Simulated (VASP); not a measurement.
Consider the following.

```
CELL_PARAMETERS angstrom
      2.83993     0.00000     0.00000
      0.00000     2.83993     0.00000
      0.00000     0.00000     2.83993
ATOMIC_POSITIONS crystal
  Al 0.50000 0.50000 0.50000
  Fe 0.00000 0.00000 0.00000
```

All values below come from r2SCAN meta-GGA, VASP's PBE PAW potentials (set 64) (plane waves; VASP 6.6.1). Numerical set-up: 400 eV cut-off, 14×14×14 Γ-centred mesh, tetrahedra with Blöchl corrections, potentials Al Fe.

Estimate the energy per atom (σ→0), band gap (over mesh and band path) with the smallest direct gap where there is one.

The band gap (over mesh and band path) comes out as none (metal, semimetal or under 0.01 eV) and the energy per atom (σ→0) is -10.642 eV/atom.

The absolute energy has meaning only against runs of the same code, potentials and settings.

The compound is FeAl in the CsCl type structure. It was relaxed first, which changed the volume by -7 %. The run is not spin-polarised, so no magnetic state was tried. The electron count is odd and the run is not spin-polarised, which forces a metal.
